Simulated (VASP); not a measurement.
# TiB2 under strain, part 2 of 4

Aim: follow the pressure of TiB2 through compression, expansion and shear. All runs use LDA. Left out of this account: 1 further run (fields: a reference on another mesh). The start is a cell from a database of measured crystal structures.

VASP 6.6.1; LDA; plane waves and PAW (Ti_sv, B).

So far, pressure (GPa): step 2 (bands, cell as listed) -10.9.

## 3. Bands, volume times 1.04

The cell is expanded evenly, with fractional positions held.

File INCAR:

```
SYSTEM = TiB2
PREC = Accurate
ENCUT = 420
EDIFF = 1E-06
NELM = 100
ISMEAR = -1
SIGMA = 0.05
LREAL = .FALSE.
ALGO = Normal
GGA = CA
NBANDS = 22
LASPH = .TRUE.
LORBIT = 11
LWAVE = .FALSE.
LCHARG = .FALSE.
KPAR = 4
```

File POSCAR:

```
TiB2
1.0
    3.0690624661      0.0000000000      0.0000000000
   -1.5345312330      2.6578860614      0.0000000000
    0.0000000000      0.0000000000      3.2708838193
Ti B
1 2
Direct
    0.0000000000      0.0000000000      0.0000000000
    0.3333333333      0.6666666667      0.5000000000
    0.6666666667      0.3333333333      0.5000000000
```

File KPOINTS:

```
Automatic mesh
0
Gamma
11 11 9
0 0 0
```

File KPOINTS_OPT:

```
Line mode
16
Line-mode
Reciprocal
  0.00000000   0.00000000   0.00000000 GAMMA
  0.50000000   0.00000000   0.00000000 M

  0.50000000   0.00000000   0.00000000 M
  0.33333333   0.33333333   0.00000000 K

  0.33333333   0.33333333   0.00000000 K
  0.00000000   0.00000000   0.00000000 GAMMA

  0.00000000   0.00000000   0.00000000 GAMMA
  0.00000000   0.00000000   0.50000000 A

  0.00000000   0.00000000   0.50000000 A
  0.50000000   0.00000000   0.50000000 L

  0.50000000   0.00000000   0.50000000 L
  0.33333333   0.33333333   0.50000000 H

  0.33333333   0.33333333   0.50000000 H
  0.00000000   0.00000000   0.50000000 A

  0.50000000   0.00000000   0.50000000 L
  0.50000000   0.00000000   0.00000000 M

  0.33333333   0.33333333   0.00000000 K
  0.33333333   0.33333333   0.50000000 H
```

The projector-augmented-wave data sets are Ti_sv and B (LDA family, release 64).

On the command line:

```sh
mpirun -np 4 vasp_std
```

Output:

```text
[... set-up lines as in an earlier step ...]
 entering main loop
       N       E                     dE             d eps       ncg     rms          rms(c)
DAV:   1     0.116891331612E+03    0.11689E+03   -0.70716E+03  3536   0.795E+02
DAV:   2    -0.251214725898E+02   -0.14201E+03   -0.13411E+03  3778   0.251E+02
DAV:   3    -0.318609406578E+02   -0.67395E+01   -0.66526E+01  4256   0.552E+01
DAV:   4    -0.319914975304E+02   -0.13056E+00   -0.13044E+00  3972   0.731E+00
DAV:   5    -0.319939778957E+02   -0.24804E-02   -0.24803E-02  4160   0.922E-01    0.155E+01
DAV:   6    -0.268656939335E+02    0.51283E+01   -0.14182E+01  4278   0.348E+01    0.353E+00
DAV:   7    -0.268007267677E+02    0.64967E-01   -0.10532E+00  4080   0.959E+00    0.308E+00
DAV:   8    -0.267912881007E+02    0.94387E-02   -0.77472E-02  4976   0.202E+00    0.884E-01
DAV:   9    -0.267868226215E+02    0.44655E-02   -0.48028E-02  3872   0.231E+00    0.381E-01
DAV:  10    -0.267853481129E+02    0.14745E-02   -0.43921E-03  4322   0.625E-01    0.554E-02
DAV:  11    -0.267854067796E+02   -0.58667E-04   -0.43749E-04  4178   0.140E-01    0.364E-02
DAV:  12    -0.267854027626E+02    0.40170E-05   -0.46062E-05  3824   0.702E-02    0.101E-02
DAV:  13    -0.267853989782E+02    0.37843E-05   -0.95497E-06  4100   0.338E-02    0.180E-03
DAV:  14    -0.267853988967E+02    0.81508E-07   -0.18244E-07  2176   0.354E-03
   1 F= -.26785399E+02 E0= -.26783951E+02  d E =-.289615E-02
 Start KPOINTS_OPT (optional k-point list driver)
k-point batch [1-80\144]
       N       E                     dE             ncg
DAV:   1    -0.332266685896E+04   -0.37626E+05     3552
DAV:   2    -0.144710699108E+05   -0.11148E+05     3766
DAV:   3    -0.150309064660E+05   -0.55984E+03     4382
DAV:   4    -0.150408346319E+05   -0.99282E+01     3802
DAV:   5    -0.150409786310E+05   -0.14400E+00     4114
DAV:   6    -0.150409814260E+05   -0.27949E-02     3888
DAV:   7    -0.150409814896E+05   -0.63581E-04     4054
DAV:   8    -0.150409814911E+05   -0.15073E-05     2868
DAV:   9    -0.150409814912E+05   -0.10467E-06     2486
k-point batch [81-144\144]
       N       E                     dE             ncg
DAV:   1     0.665256645671E+04   -0.49138E+05     2832
DAV:   2    -0.211415332622E+04   -0.87667E+04     2990
DAV:   3    -0.253175470202E+04   -0.41760E+03     3594
DAV:   4    -0.253876654782E+04   -0.70118E+01     3034
DAV:   5    -0.253885898559E+04   -0.92438E-01     3508
DAV:   6    -0.253886047869E+04   -0.14931E-02     3202
DAV:   7    -0.253886050802E+04   -0.29326E-04     3520
DAV:   8    -0.253886050859E+04   -0.56718E-06     2354
```

Elapsed: 16 s, on 4 MPI ranks of Intel Xeon Platinum 8488C (Sapphire Rapids), shared host; peak memory 0.69 GiB; 62 s of CPU time.

OUTCAR, selected parts (step 3):

```text
  LATTYP: Found a hexagonal cell.
 ALAT       =     3.0690624661
 C/A-ratio  =     1.0657599366

The static configuration has the point symmetry D_6h.

 Found     80 irreducible k-points:

   dimension x,y,z NGX =    24 NGY =   24 NGZ =   24
   dimension x,y,z NGXF=    48 NGYF=   48 NGZF=   48

   ENCUT  =  420.0 eV  30.87 Ry    5.56 a.u.   5.13  5.13  5.47*2*pi/ulx,y,z

   NELECT =      18.0000    total number of electrons

 E-fermi :   9.4528

 k-point     1 :       0.0000    0.0000    0.0000
  band No.  band energies     occupation
    ...
      5      -3.5864      2.00000
      6       6.9860      2.00000
      7       6.9860      2.00000
      8       7.2515      2.00000
      9       7.4678      2.00000
     10      11.2501      0.00000
     11      11.2501      0.00000
     12      12.9459      0.00000
     13      12.9459      0.00000
     14      15.1252      0.00000
    ...

 k-point     2 :       0.0909    0.0000    0.0000
  band No.  band energies     occupation
    ...
      5      -3.4323      2.00000
      6       6.5499      2.00000
      7       6.9572      2.00000
      8       7.1320      2.00000
      9       7.5452      2.00000
     10      11.2068      0.00000
     11      11.5129      0.00000
     12      12.4021      0.00000
     13      12.4996      0.00000
     14      15.6255      0.00000
    ...

  Total       -3.2816371     -3.2816371     -3.1995141     -0.0000000      0.0000000      0.0000000
  in kB     -197.0579356   -197.0579356   -192.1265600     -0.0000000      0.0000000      0.0000000
  external PRESSURE =    -195.4141437 kB  Pullay stress =       0.0000000 kB

  energy-cutoff  :      420.00
  volume of cell :       26.68
      direct lattice vectors                 reciprocal lattice vectors
     3.069062466  0.000000000  0.000000000     0.325832404  0.188119426  0.000000000
    -1.534531233  2.657886061  0.000000000     0.000000000  0.376238852  0.000000000
     0.000000000  0.000000000  3.270883819     0.000000000  0.000000000  0.305727765

 POSITION                                       TOTAL-FORCE (eV/Angst)
 -----------------------------------------------------------------------------------
      0.00000      0.00000      0.00000        -0.000000      0.000000     -0.000000
     -0.00000      1.77192      1.63544         0.000000     -0.000000      0.000000
      1.53453      0.88596      1.63544        -0.000000      0.000000     -0.000000
 -----------------------------------------------------------------------------------
    total drift:                               -0.000000      0.000000      0.000000

  FREE ENERGIE OF THE ION-ELECTRON SYSTEM (eV)
  ---------------------------------------------------
  free  energy   TOTEN  =       -26.7853988967 eV

  energy  without entropy=      -26.7825027433  energy(sigma->0) =      -26.78395082

 total charge
# of ion       s       p       d       tot
------------------------------------------
    1        2.170   6.193   2.025  10.388
    2        0.671   1.292   0.000   1.963
    3        0.671   1.292   0.000   1.963
--------------------------------------------------
tot          3.512   8.777   2.025  14.314

[... 2 parts as in an earlier step ...]

[... 7 further parts left out ...]
```

This step gave:

| Item | Value |
| --- | --- |
| free energy (TOTEN) | -26.79 eV |
| energy at zero smearing | -26.78 eV |
| Fermi energy | 9.453 eV |
| pressure | -19.54 GPa |

Electronic bands along the path, in eV, zero at the Fermi level; # counts the bands kept, so #1 is VASP's band 5:

```tsv
point	#2	#3	#4	#5	#6	#7	#8	#9
Γ	-2.47	-2.47	-2.20	-1.98	1.80	1.80	3.49	3.49
0.53 of the way	-5.30	-2.80	-2.77	-1.73	1.50	2.02	2.38	3.25
M	-8.92	-3.12	-3.05	-2.12	1.28	2.61	3.06	3.32
0.53 of the way	-8.57	-5.28	-2.67	-0.31	-0.27	2.03	2.66	5.22
K	-8.01	-7.05	-1.75	-1.75	1.33	1.33	1.90	6.66
0.47 of the way	-5.48	-4.12	-2.79	-0.78	0.85	1.40	2.76	4.18
Γ	-2.47	-2.47	-2.20	-1.98	1.80	1.80	3.49	3.49
0.47 of the way	-5.09	-1.92	-1.92	0.25	0.70	0.70	2.44	2.44
A	-7.31	-0.49	-0.49	-0.14	-0.14	0.43	0.43	1.55
0.53 of the way	-5.76	-4.76	-3.48	-1.45	1.55	1.97	2.60	3.31
L	-7.28	-4.43	-3.62	-2.99	2.34	2.78	4.25	4.37
0.53 of the way	-7.46	-5.07	-3.27	-3.04	2.36	3.25	3.91	4.20
H	-8.23	-5.50	-3.00	-3.00	2.37	4.03	4.03	4.30
0.53 of the way	-5.72	-4.62	-3.79	-1.47	1.56	2.02	2.61	3.42
A	-7.31	-0.49	-0.49	-0.14	-0.14	0.43	0.43	1.55
jump to L	-7.28	-4.43	-3.62	-2.99	2.34	2.78	4.25	4.37
0.47 of the way	-8.21	-3.94	-3.02	-2.58	1.75	2.70	2.91	4.50
M	-8.92	-3.12	-3.05	-2.12	1.28	2.61	3.06	3.32
jump to K	-8.01	-7.05	-1.75	-1.75	1.33	1.33	1.90	6.66
0.53 of the way	-8.13	-6.26	-2.58	-2.58	2.19	2.71	2.71	5.45
H	-8.23	-5.50	-3.00	-3.00	2.37	4.03	4.03	4.30
```

Of the projections kept (Ti, B), the largest for each band there; the rest of the weight can lie on other orbitals:

```tsv
point	#2	#3	#4	#5	#6	#7	#8	#9
Γ	B 0.57	B 0.57	B 0.83	Ti 0.99	Ti 1.00	Ti 1.00	Ti 0.65	Ti 0.65
M	B 0.88	B 0.94	Ti 0.61	Ti 0.90	Ti 1.00	Ti 0.99	Ti 0.92	B 0.90
K	B 0.85	B 0.72	Ti 0.68	Ti 0.68	Ti 0.87	Ti 0.87	Ti 0.90	Ti 0.57
Γ	B 0.57	B 0.57	B 0.83	Ti 0.99	Ti 1.00	Ti 1.00	Ti 0.65	Ti 0.65
A	B 0.55	B 1.00	B 1.00	Ti 0.87	Ti 0.87	Ti 1.00	Ti 1.00	Ti 0.94
L	B 0.89	B 0.68	Ti 0.72	B 0.66	Ti 0.99	Ti 1.00	Ti 0.85	Ti 0.77
```

 The pressure is -19.54 GPa.

For the pressure, step 2 gave -10.9 GPa; this run, with cell volume +4.0 %, gives -19.5 GPa.

## 4. Bands, volume times 1.08

The cell is expanded evenly, with fractional positions held.

INCAR is that of step 3.

File POSCAR:

```
TiB2
1.0
    3.1079154826      0.0000000000      0.0000000000
   -1.5539577413      2.6915337607      0.0000000000
    0.0000000000      0.0000000000      3.3122918078
Ti B
1 2
Direct
    0.0000000000      0.0000000000      0.0000000000
    0.3333333333      0.6666666667      0.5000000000
    0.6666666667      0.3333333333      0.5000000000
```

KPOINTS is that of step 3.

KPOINTS_OPT is that of step 3.

On the command line:

```sh
mpirun -np 4 vasp_std
```

Output:

```text
[... set-up lines as in an earlier step ...]
 entering main loop
       N       E                     dE             d eps       ncg     rms          rms(c)
DAV:   1     0.115842721455E+03    0.11584E+03   -0.71958E+03  3552   0.792E+02
DAV:   2    -0.247559227709E+02   -0.14060E+03   -0.13310E+03  3832   0.250E+02
DAV:   3    -0.316286284203E+02   -0.68727E+01   -0.67909E+01  4202   0.552E+01
DAV:   4    -0.317781191398E+02   -0.14949E+00   -0.14934E+00  3898   0.777E+00
DAV:   5    -0.317811002711E+02   -0.29811E-02   -0.29811E-02  4136   0.102E+00    0.149E+01
DAV:   6    -0.267459625678E+02    0.50351E+01   -0.14708E+01  4246   0.342E+01    0.357E+00
DAV:   7    -0.266591685915E+02    0.86794E-01   -0.11642E+00  4098   0.101E+01    0.289E+00
DAV:   8    -0.266468749237E+02    0.12294E-01   -0.96102E-02  5014   0.227E+00    0.918E-01
DAV:   9    -0.266409049828E+02    0.59699E-02   -0.56067E-02  3912   0.245E+00    0.390E-01
DAV:  10    -0.266390840032E+02    0.18210E-02   -0.55044E-03  4262   0.679E-01    0.489E-02
DAV:  11    -0.266391477796E+02   -0.63776E-04   -0.45926E-04  4190   0.140E-01    0.380E-02
DAV:  12    -0.266391410869E+02    0.66927E-05   -0.57272E-05  3834   0.777E-02    0.104E-02
DAV:  13    -0.266391374837E+02    0.36032E-05   -0.75047E-06  4168   0.289E-02    0.190E-03
DAV:  14    -0.266391374146E+02    0.69074E-07   -0.17604E-07  2170   0.366E-03
   1 F= -.26639137E+02 E0= -.26637617E+02  d E =-.304092E-02
 Start KPOINTS_OPT (optional k-point list driver)
k-point batch [1-80\144]
       N       E                     dE             ncg
DAV:   1    -0.384736433305E+04   -0.36833E+05     3520
DAV:   2    -0.150334113554E+05   -0.11186E+05     3766
DAV:   3    -0.155945294680E+05   -0.56112E+03     4204
DAV:   4    -0.156059776368E+05   -0.11448E+02     3910
DAV:   5    -0.156061564272E+05   -0.17879E+00     4090
DAV:   6    -0.156061598397E+05   -0.34125E-02     3900
DAV:   7    -0.156061599167E+05   -0.76921E-04     3982
DAV:   8    -0.156061599185E+05   -0.18123E-05     2896
DAV:   9    -0.156061599186E+05   -0.12178E-06     2482
k-point batch [81-144\144]
       N       E                     dE             ncg
DAV:   1     0.609278015140E+04   -0.48064E+05     2840
DAV:   2    -0.284034788907E+04   -0.89331E+04     2996
DAV:   3    -0.325804375604E+04   -0.41770E+03     3528
DAV:   4    -0.326545357768E+04   -0.74098E+01     3104
DAV:   5    -0.326556195230E+04   -0.10837E+00     3466
DAV:   6    -0.326556390185E+04   -0.19496E-02     3254
DAV:   7    -0.326556394247E+04   -0.40620E-04     3492
DAV:   8    -0.326556394331E+04   -0.84512E-06     2526
```

The job ended after 16 s (4 MPI ranks; peak memory 0.66 GiB; 63 s of CPU time).

OUTCAR, selected parts (step 4):

```text
  LATTYP: Found a hexagonal cell.
 ALAT       =     3.1079154826
 C/A-ratio  =     1.0657599366

The static configuration has the point symmetry D_6h.

 Found     80 irreducible k-points:

   ENCUT  =  420.0 eV  30.87 Ry    5.56 a.u.   5.19  5.19  5.53*2*pi/ulx,y,z

   NELECT =      18.0000    total number of electrons

 E-fermi :   9.0455

 k-point     1 :       0.0000    0.0000    0.0000
  band No.  band energies     occupation
    ...
      5      -3.7836      2.00000
      6       6.6590      2.00000
      7       6.6590      2.00000
      8       6.8682      2.00000
      9       7.1481      2.00000
     10      10.7423      0.00000
     11      10.7423      0.00000
     12      12.3748      0.00000
     13      12.3748      0.00000
     14      14.5639      0.00000
    ...

 k-point     2 :       0.0909    0.0000    0.0000
  band No.  band energies     occupation
    ...
      5      -3.6345      2.00000
      6       6.2245      2.00000
      7       6.6272      2.00000
      8       6.7595      2.00000
      9       7.2222      2.00000
     10      10.7015      0.00000
     11      10.9921      0.00000
     12      11.8593      0.00000
     13      11.9526      0.00000
     14      15.0055      0.00000
    ...

  Total       -4.7316321     -4.7316321     -4.3250815      0.0000000      0.0000000      0.0000000
  in kB     -273.6049396   -273.6049396   -250.0962952      0.0000000      0.0000000      0.0000000
  external PRESSURE =    -265.7687248 kB  Pullay stress =       0.0000000 kB

  energy-cutoff  :      420.00
  volume of cell :       27.71
      direct lattice vectors                 reciprocal lattice vectors
     3.107915483  0.000000000  0.000000000     0.321759072  0.185767687  0.000000000
    -1.553957741  2.691533761  0.000000000     0.000000000  0.371535373  0.000000000
     0.000000000  0.000000000  3.312291808     0.000000000  0.000000000  0.301905767

 POSITION                                       TOTAL-FORCE (eV/Angst)
 -----------------------------------------------------------------------------------
      0.00000      0.00000      0.00000         0.000000      0.000000     -0.000000
     -0.00000      1.79436      1.65615         0.000000     -0.000000      0.000000
      1.55396      0.89718      1.65615        -0.000000      0.000000     -0.000000
 -----------------------------------------------------------------------------------
    total drift:                               -0.000000      0.000000      0.000000

  FREE ENERGIE OF THE ION-ELECTRON SYSTEM (eV)
  ---------------------------------------------------
  free  energy   TOTEN  =       -26.6391374146 eV

  energy  without entropy=      -26.6360964971  energy(sigma->0) =      -26.63761696

 total charge
# of ion       s       p       d       tot
------------------------------------------
    1        2.163   6.177   1.991  10.331
    2        0.662   1.256   0.000   1.918
    3        0.662   1.256   0.000   1.918
--------------------------------------------------
tot          3.487   8.689   1.991  14.167

[... 3 parts as in an earlier step ...]

[... 7 further parts left out ...]
```

This step gave:

* free energy (TOTEN): -26.64 eV
* energy at zero smearing: -26.64 eV
* Fermi energy: 9.046 eV
* pressure: -26.58 GPa

Electronic bands along the path, in eV, zero at the Fermi level; # counts the bands kept, so #1 is VASP's band 5:

```tsv
point	#2	#3	#4	#5	#6	#7	#8	#9
Γ	-2.39	-2.39	-2.18	-1.90	1.70	1.70	3.33	3.33
0.47 of the way	-4.68	-2.65	-2.63	-1.63	1.47	1.93	2.29	2.91
M	-8.83	-3.06	-2.94	-2.03	1.21	2.47	2.89	3.23
0.47 of the way	-8.51	-4.85	-2.65	-0.51	-0.06	2.03	2.60	4.74
K	-7.93	-6.87	-1.68	-1.68	1.27	1.27	1.80	6.39
0.47 of the way	-5.38	-4.02	-2.71	-0.75	0.80	1.34	2.62	3.98
Γ	-2.39	-2.39	-2.18	-1.90	1.70	1.70	3.33	3.33
0.47 of the way	-4.99	-1.86	-1.86	0.23	0.66	0.66	2.33	2.33
A	-7.16	-0.48	-0.48	-0.14	-0.14	0.41	0.41	1.46
0.47 of the way	-5.97	-4.13	-3.09	-1.10	1.25	1.78	2.18	2.82
L	-7.18	-4.29	-3.50	-2.97	2.21	2.63	4.00	4.15
0.53 of the way	-7.34	-4.94	-3.17	-3.00	2.23	3.08	3.69	3.95
H	-8.08	-5.40	-2.93	-2.93	2.24	3.79	3.79	4.09
0.47 of the way	-5.20	-5.07	-4.05	-1.71	1.72	2.04	2.71	3.60
A	-7.16	-0.48	-0.48	-0.14	-0.14	0.41	0.41	1.46
jump to L	-7.18	-4.29	-3.50	-2.97	2.21	2.63	4.00	4.15
0.47 of the way	-8.06	-3.83	-2.96	-2.48	1.65	2.56	2.76	4.28
M	-8.83	-3.06	-2.94	-2.03	1.21	2.47	2.89	3.23
jump to K	-7.93	-6.87	-1.68	-1.68	1.27	1.27	1.80	6.39
0.47 of the way	-7.99	-6.27	-2.38	-2.38	2.02	2.34	2.34	5.38
H	-8.08	-5.40	-2.93	-2.93	2.24	3.79	3.79	4.09
```

Of the projections kept (Ti, B), the largest for each band there; the rest of the weight can lie on other orbitals:

```tsv
point	#2	#3	#4	#5	#6	#7	#8	#9
Γ	B 0.57	B 0.57	B 0.84	Ti 0.99	Ti 1.00	Ti 1.00	Ti 0.65	Ti 0.65
M	B 0.77	B 0.94	Ti 0.62	Ti 0.90	Ti 1.00	Ti 0.99	Ti 0.92	B 0.91
K	B 0.86	B 0.72	Ti 0.69	Ti 0.69	Ti 0.88	Ti 0.88	Ti 0.91	Ti 0.57
Γ	B 0.57	B 0.57	B 0.84	Ti 0.99	Ti 1.00	Ti 1.00	Ti 0.65	Ti 0.65
A	B 0.55	B 1.00	B 1.00	Ti 0.87	Ti 0.87	Ti 1.00	Ti 1.00	Ti 0.94
L	B 0.89	B 0.68	Ti 0.72	B 0.67	Ti 0.99	Ti 1.00	Ti 0.86	Ti 0.77
```

 The pressure is -26.58 GPa.

For the pressure, step 2 gave -10.9 GPa; this run, with cell volume +8.0 %, gives -26.6 GPa.

(Part 2 of 4 ends here.)

[Lines on the potential files, build, host, timing and source positions are cut from VASP's logs without a mark.]

[Logs are printed without paths, hosts, clocks, repeated set-up lines and the standing remarks that a program may print on its own settings, such as how far it seeks lower states.]

[Hosts, paths, dates, database ids (printed as entryN), source tags and the programs' standing remarks are cut or masked in the printed files.]

[A measured line is paired with the nearest computed mode of its activity, which favours agreement.]
